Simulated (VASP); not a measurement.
```
CELL_PARAMETERS angstrom
      2.29500    -3.97506     0.00000
      2.29500     3.97506     0.00000
      0.00000     0.00000     7.51000
ATOMIC_POSITIONS crystal
  Ag 0.66667 0.33333 0.50000
  Ag 0.33333 0.66667 0.00000
  I  0.66667 0.33333 0.87500
  I  0.33333 0.66667 0.37500
```

Method: AM05 GGA, VASP's PBE PAW potentials (set 64) (plane waves; VASP). Run with 520 eV cut-off, 6×6×4 Γ-centred mesh, tetrahedra with Blöchl corrections, potentials Ag I.

The cores are frozen, which limits the accuracy of field gradients.

### Question
Give the principal components of the electric field gradient (V/Å²) and the asymmetry η at each nucleus.

### Answer

| atom | Vxx | Vyy | Vzz | η |
|---|---|---|---|---|
| Ag1 | -0.5 | -0.5 | 1.0 | 0.00 |
| Ag2 | -0.5 | -0.5 | 1.0 | 0.00 |
| I3 | -2.1 | -2.1 | 4.2 | 0.00 |
| I4 | -2.1 | -2.1 | 4.2 | 0.00 |

The compound is AgI in the wurtzite structure. The cell was not relaxed at this level.
